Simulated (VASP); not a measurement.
The input files of a VASP run:

POSCAR:
```
InP
1
    0.0000000000     2.9515182363     2.9515182363
    2.9072454627     0.0000000000     2.9515182363
    2.9072454627     2.9515182363     0.0000000000
In P
1 1
Direct
  0.0000000000   0.0000000000   0.0000000000
  0.2500000000   0.2500000000   0.2500000000
```

INCAR:
```
SYSTEM = InP
PREC = Accurate
ENCUT = 480
EDIFF = 1E-7
NELM = 100
ALGO = Normal
LREAL = .FALSE.
LASPH = .TRUE.
ISMEAR = 0
SIGMA = 0.05
METAGGA = R2SCAN
LMIXTAU = .TRUE.
LMAXMIX = 4
LWAVE = .FALSE.
LCHARG = .FALSE.
ISIF = 2
IBRION = 2
NSW = 30
EDIFFG = -0.01
```

### KPOINTS
```
Automatic mesh
0
Gamma
8 8 8
0 0 0
```

POTCAR, in this order: In_d P (PBE.64 set). Program: vasp_std.

Q: Translate this r2SCAN calculation to Ansatz.

A: One equivalent input (not run):
Ansatz 0.2 input:
```yaml
crystal:
  lattice:
    - [0.0000000, 2.9515182, 2.9515182]
    - [2.9072455, 0.0000000, 2.9515182]
    - [2.9072455, 2.9515182, 0.0000000]
  atoms:
    - { symbol: In, position: [0.0000000, 0.0000000, 0.0000000] }
    - { symbol: P, position: [0.2500000, 0.2500000, 0.2500000] }
kpoints:
  mp_grid: { grid: [8, 8, 8] }
hamiltonian:
  xc: r2scan
  pseudopotentials: { kind: paw }
scf:
  occupations: { method: gaussian, width: 0.05 }
  max_iter: 100
relax:
  max_steps: 30
  f_tol: 0.01
output: { forces: true, stress: true, eigenvalues: true }
```
What does not carry over: each code has its own PAW files, so the cut-off isn't converted (ENCUT is set for VASP's; basis.ecutwfc is left out, and Ansatz then takes the one that its files recommend); Ansatz stops its SCF on the density residual and VASP on the energy change (EDIFF).

The compound is InP in the zinc blende structure. This cell was strained or had an atom moved on purpose.
